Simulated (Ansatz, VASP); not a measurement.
VB4Os in VASP and in Ansatz

The input INCAR:

```
SYSTEM = VB4Os
ALGO = Normal ; EDIFF = 1E-7
ENCUT = 520 ; GGA = PE
ISIF = 2 ; ISMEAR = -1
ISPIN = 2 ; LASPH = .TRUE.
LCHARG = .FALSE. ; LMAXMIX = 4
LORBIT = 11 ; LREAL = .FALSE.
LWAVE = .FALSE. ; MAGMOM = 2 0 0 0 0 0
NBANDS = 30 ; NELM = 150
PREC = Accurate ; SIGMA = 0.15
```

KPOINTS

```
k-points
0
G
  9 9 3
  0 0 0
```

File POSCAR:

```
VB4Os
1.0
    2.9703726126      0.0000000000      0.0000000000
   -1.4851868224      2.5724183053      0.0000000000
    0.0000000000      0.0000000000      7.6943114580
V B Os
1 4 1
Direct
    0.0000000000      0.0000000000      0.0000000000
    0.0000000000      0.0000000000      0.7094840000
    0.3333333333      0.6666666667      0.7969230000
    0.3333333333      0.6666666667      0.2030770000
    0.0000000000      0.0000000000      0.2905160000
    0.3333333333      0.6666666667      0.5000000000
```

Input for Ansatz:

```yaml
crystal:
  lattice:
    - [2.9703726125841956, 0.0, 0.0]
    - [-1.4851868224321556, 2.5724183052746117, 0.0]
    - [0.0, 0.0, 7.694311457977702]
  atoms:
    - { symbol: V, position: [0.0, 0.0, 0.0], spin: 2.0 }
    - { symbol: B, position: [0.0, 0.0, 0.709484] }
    - { symbol: B, position: [0.3333333333333333, 0.6666666666666666, 0.796923] }
    - { symbol: B, position: [0.3333333333333333, 0.6666666666666666, 0.203077] }
    - { symbol: B, position: [0.0, 0.0, 0.290516] }
    - { symbol: Os, position: [0.3333333333333333, 0.6666666666666666, 0.5] }
basis:
  ecutwfc: 500.0
kpoints:
  mp_grid:
    grid: [9, 9, 3]
hamiltonian:
  xc: pbe
magnetization:
  spin_polarized: true
scf:
  occupations:
    method: fermi_dirac
    width: 0.15
output:
  stress: true
```

The cell comes from a database or a generator and needn't be the stable form of this composition.

Alike in both runs: task single point; functional PBE; k mesh 9 × 9 × 3; occupations fermi-dirac, width 0.15 eV; collinear spin.

```csv
,VASP,Ansatz
version,VASP 6.6.1,Ansatz 0.2.0
potentials or method,"VASP PAW PBE potentials, release 64 (V_sv, B, Os)","plane waves, PAW"
plane-wave cutoff (eV),520,500
valence electrons in the cell,33,41
```

Ansatz gave:

```
pressure (GPa)                                  : -23.4
largest component of the traceless stress (GPa) : 4.52
net moment per atom (μB)                        : 0.00
```

Problem. What did VASP give for the same quantities?

Solution. Pressure (GPa): -23.2; largest component of the traceless stress (GPa): 4.40; net moment per atom (μB): 0.00.

The two sets of potentials don't hold the same shells in valence. Ansatz warned: «seeded_moment_not_kept».

Caveats: so large a pressure means that the cell lies far from this level's equilibrium, or that cutoff or potentials fall short (VASP). Spin-orbit coupling is left out, which matters for the levels of Os.
